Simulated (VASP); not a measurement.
An input for Quantum ESPRESSO's pw.x (written as the equivalent of a VASP run, and not itself run):

```
&CONTROL
  calculation = 'vc-relax'
  pseudo_dir = './pseudo'
  outdir = './out'
  tprnfor = .true.
  tstress = .true.
  nstep = 40
  forc_conv_thr = 0.00078
/
&SYSTEM
  ibrav = 0
  nat = 1
  ntyp = 1
  ecutwfc = 70
  occupations = 'smearing'
  smearing = 'methfessel-paxton'
  degauss = 0.00735
  input_dft = 'pbesol'
/
&ELECTRONS
  conv_thr = 7.3e-08
  electron_maxstep = 100
/
&IONS
/
&CELL
  press = 50
/
ATOMIC_SPECIES
  In 114.818 In.upf
CELL_PARAMETERS angstrom
    -1.5495323    1.5495323    2.4358249
     1.5495323   -1.5495323    2.4358249
     1.5495323    1.5495323   -2.4358249
ATOMIC_POSITIONS crystal
  In   1.0000000  1.0000000  0.0000000
K_POINTS automatic
  16 16 16 0 0 0
```

Q: Write the VASP files for the same calculation (PBEsol).

A: One answer among several that fit: 
KPOINTS:
```
Automatic mesh
0
Gamma
16 16 16
0 0 0
```

POSCAR:
```
In
1
   -1.5495323198     1.5495323198     2.4358249085
    1.5495323198    -1.5495323198     2.4358249085
    1.5495323198     1.5495323198    -2.4358249085
In
1
Direct
  1.0000000000   1.0000000000   0.0000000000
```

### INCAR
```
SYSTEM = In
PREC = Accurate
ENCUT = 500
EDIFF = 1E-6
NELM = 100
ALGO = Normal
LREAL = .FALSE.
LASPH = .TRUE.
ISMEAR = 1
SIGMA = 0.1
GGA = PS
LMAXMIX = 4
LWAVE = .FALSE.
LCHARG = .FALSE.
IBRION = 2
ISIF = 3
NSW = 40
EDIFFG = -0.02
PSTRESS = 50
```

POTCAR, in this order: In_d (PBE.64 set). Program: vasp_std.

Limits of the translation: the potentials are each code's own (VASP's PAW set, PseudoDojo norm-conserving files in pw.x), so ENCUT and ecutwfc are chosen apart and not converted; conv_thr bounds pw.x's estimated SCF error, while EDIFF bounds the energy change between steps; forc_conv_thr acts on force components and is met together with etot_conv_thr.

The compound is In in the bct structure. It was relaxed first under an external pressure of 5 GPa.
